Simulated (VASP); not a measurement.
ZnCd3Se3S:

```
Zn Cd Se S
1.0
     4.26265    2.46104    3.46333
    -4.26265    2.46104    3.46333
     0.00000   -4.92209    3.46333
Zn Cd Se S
1 3 3 1
Direct
  0.99181 0.99181 0.99181
  0.50643 0.99620 0.50643
  0.99620 0.50643 0.50643
  0.50643 0.50643 0.99620
  0.23723 0.76250 0.23723
  0.76250 0.23723 0.23723
  0.23723 0.23723 0.76250
  0.76169 0.76169 0.76169
```

The cell was built by a generator and needn't be a form met in nature.

Base run:

- Program: VASP 6.6.1
- Functional: PBEsol
- Potentials or basis: VASP PAW PBE potentials, release 64 (Zn, Cd, Se, S)
- Cutoff: 520 eV
- k mesh: 4 × 4 × 4
- Occupations: gaussian, width 0.03 eV
- Spin: no spin polarisation

Its results: band gap on the k mesh 0.57 eV, direct; pressure -2.7 GPa; largest force 0.016 eV/Å.

Q: The run is repeated on the same cell with these changes: functional from PBEsol to PBE. What comes out?

A: Band gap on the k mesh 0.69 eV, direct; pressure 0.0 GPa; largest force 0.004 eV/Å.

PBE binds less tightly than PBEsol, so the same cell stands under more pressure.

Caveats: the PAW data sets were made with another functional, which shifts forces and pressure a little (some runs).
